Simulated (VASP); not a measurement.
Wanted: the native input for a VASP 6.6.1 run.

| Property | Result |
| --- | --- |
| Task | single point |
| Functional | PBE |
| Dispersion | D3(BJ) |
| Potentials or basis | VASP PAW PBE potentials, release 64 (Si, S, Ge_d) |
| Cutoff | 520 eV |
| k mesh | 1 × 1 × 1, shifted |
| Occupations | fermi-dirac, width 0.062 eV |
| Spin | no spin polarisation |
| Dipole correction | no |
| Further INCAR settings | LREAL = Auto; ALGO = Fast; EDIFF = 1e-06; NBANDS = 92; ISYM = 0 |

The structure of Si3Ge4S14 lies in POSCAR:

```
Si3Ge4S14
1.0
    8.0188790000      0.2111490000     -0.3179740000
    0.2111490000      8.0318190000     -0.0335780000
   -0.3179740000     -0.0335780000      8.3953550000
Si S Ge
3 14 4
Direct
    0.7288405858      0.5093319887      0.6602628127
    0.0462335330      0.7743320256      0.9060348946
    0.1899606591      0.3823365801      0.1563289043
    0.5671318939      0.8992539576      0.2475535991
    0.7415031222      0.4985265298      0.9252932410
    0.1423973113      0.2996022096      0.9221147510
    0.7991224575      0.8598655833      0.1794519387
    0.2189888038      0.6307165697      0.2072367335
    0.4793601820      0.4326653457      0.6026912634
    0.5471343171      0.0996438119      0.8104391449
    0.6839275825      0.3293974221      0.2457888554
    0.2020309175      0.2246348225      0.3449241118
    0.7804375495      0.0898252171      0.7142621129
    0.3566761427      0.0828508720      0.6479545780
    0.2788395892      0.7219124203      0.7808563324
    0.8662210230      0.8236146221      0.6569561496
    0.9229890133      0.5078804877      0.5164500035
    0.5249765800      0.1560450574      0.3829571929
    0.3591275103      0.7816598397      0.5216739239
    0.8899617770      0.1255221897      0.1398846732
    0.4649367847      0.4583563239      0.9315613810
```

The cell was built by a generator and needn't be a form met in nature.

One way to write it, as run:

INCAR

```
ALGO     = Fast           # electronic algorithm
EDIFF    = 1E-6           # SCF threshold, eV
ENCUT    = 520            # plane-wave cutoff, eV
GGA      = PE             # functional
ISIF     = 2              # what is computed and relaxed
ISMEAR   = -1             # smearing method
ISYM     = 0            
IVDW     = 12             # dispersion correction
LASPH    = T              # aspherical terms in the spheres
LCHARG   = T              # write CHGCAR
LELF     = T              # ELF
LREAL    = Auto         
LVHAR    = T            
LWAVE    = F              # write WAVECAR
NBANDS   = 92             # bands
NELM     = 100            # most SCF steps
PREC     = Accurate       # precision mode
SIGMA    = 0.062          # smearing width, eV
```

KPOINTS

```
Automatic mesh
0
Gamma
  1 1 1
  0.25 0.25 0.25
```

Potentials or basis: VASP PAW PBE potentials, release 64 (Si, S, Ge_d).

Command:

```sh
$ cat potpaw_PBE.64/Si/POTCAR potpaw_PBE.64/S/POTCAR potpaw_PBE.64/Ge_d/POTCAR > POTCAR
$ mpirun -np 1 vasp_std > vasp.out
```

It gave:

The pressure is -1.8 GPa and the largest force is 2.321 eV/Å. The band gap on the k mesh is 0.39 eV, direct and the dispersion energy per atom is -0.254 eV.

It took 63 s on 1 thread of AMD EPYC 9R45 96-Core Processor (Zen 5), on a shared host, peak memory 0.48 GiB.
